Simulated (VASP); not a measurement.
## Ga11FeAs12 (a cell with a defect): single point with HSE06

Crystal: Ga11FeAs12 (a cell with a defect).

```
Fe Ga As
1.0
     0.00000    8.48055    8.48055
     5.65370    0.00000    5.65370
     5.65370    5.65370    0.00000
Fe Ga As
1 11 12
Direct
  0.99892 0.00042 0.99981
  0.00083 0.00190 0.49816
  0.00097 0.49936 0.99871
  0.00037 0.49986 0.49737
  0.33271 0.00050 0.99998
  0.33279 0.00239 0.49732
  0.33287 0.50162 0.99851
  0.33216 0.50108 0.50052
  0.66799 0.99939 0.99913
  0.66587 0.00117 0.50045
  0.66622 0.50012 0.99852
  0.66631 0.50135 0.49827
  0.08270 0.12449 0.12342
  0.08284 0.12492 0.62722
  0.08292 0.62822 0.12212
  0.08249 0.62644 0.62359
  0.41742 0.12623 0.12250
  0.41572 0.12593 0.62481
  0.41599 0.62555 0.12508
  0.41630 0.62719 0.62339
  0.75152 0.12458 0.12466
  0.75060 0.12602 0.62404
  0.75082 0.62435 0.12315
  0.75018 0.62586 0.62324
```

```yaml
Program: VASP 6.6.1
Task: single point
Functional: HSE06
Potentials_or_basis: VASP PAW PBE potentials, release 64 (Fe, Ga_d, As)
Cutoff: 350 eV
k_mesh: 2 × 2 × 2
Occupations: gaussian, width 0.03 eV
Spin: collinear spin, ferromagnetic start
Starting_moments: "[5.0, 0.0, 0.0, 0.0, 0.0, 0.0, 0.0, 0.0, 0.0, 0.0, 0.0, 0.0, 0.0, 0.0, 0.0, 0.0, 0.0, 0.0, 0.0, 0.0, 0.0, 0.0, 0.0, 0.0] μB"
Fixed_moment: 5 μB
Dq: 0
Grid_for_exact_exchange_PRECFOCK: Fast
Screening_parameter: 0.2 1/A
Further_INCAR_settings: LREAL = Auto; ALGO = Damped; EDIFF = 0.0001; NBANDS = 128; ISYM = -1
```

The pressure is 0.5 GPa and the largest force is 0.180 eV/Å. The net moment is 5.00 μB per cell. The site moments are Fe +3.73; Ga +0.03, +0.02, +0.01, +0.00; As +0.10, +0.01, +0.04, +0.00, +0.06 μB and the valence electrons inside the program's atomic spheres are Fe 6.79; Ga 11.64, 11.65; As 2.90, 2.89, 2.91.

Forces in eV/Å, atoms in the order of the input:
```
Fe   0.028 -0.002  0.016
Ga   0.007  0.001 -0.054
Ga   0.014 -0.039  0.002
Ga   0.060  0.004  0.015
Ga  -0.028  0.032  0.050
Ga  -0.020  0.045  0.026
Ga  -0.036  0.041  0.022
Ga  -0.040  0.017  0.033
Ga   0.027  0.017  0.029
Ga  -0.034 -0.007  0.035
Ga  -0.011  0.034  0.005
Ga  -0.012  0.026  0.013
As   0.056  0.060  0.065
As  -0.093 -0.082  0.077
As  -0.079  0.091 -0.086
As  -0.010 -0.002 -0.006
As   0.002 -0.018 -0.025
As   0.017 -0.007 -0.009
As   0.010 -0.019 -0.006
As   0.002 -0.012 -0.025
As   0.084 -0.117 -0.109
As   0.011 -0.027 -0.025
As   0.032 -0.024 -0.021
As   0.013 -0.013 -0.024
```

Stress tensor (GPa, compression positive):
```
 0.50  0.11  0.11
 0.11  0.50 -0.15
 0.11 -0.15  0.50
```

Wall time 27 min on 4 MPI ranks on Intel(R) Xeon(R) 6975P-C (Granite Rapids), with other jobs on the host, peak memory 1.1 GiB a rank.

Caveat: the k mesh is coarse (spacing up to 0.48 Å⁻¹), so the values aren't converged, least of all with exact exchange; the cutoff is under 1.25 times the usual one of these potentials, so pressure, stress and relaxed cells hold a basis-set (Pulay) error; the PAW data sets were made with another functional, which shifts forces and pressure a little; the total moment is fixed, so each spin has its own Fermi level; only a ferromagnetic start was run, and an antiferromagnetic order may lie lower in energy.
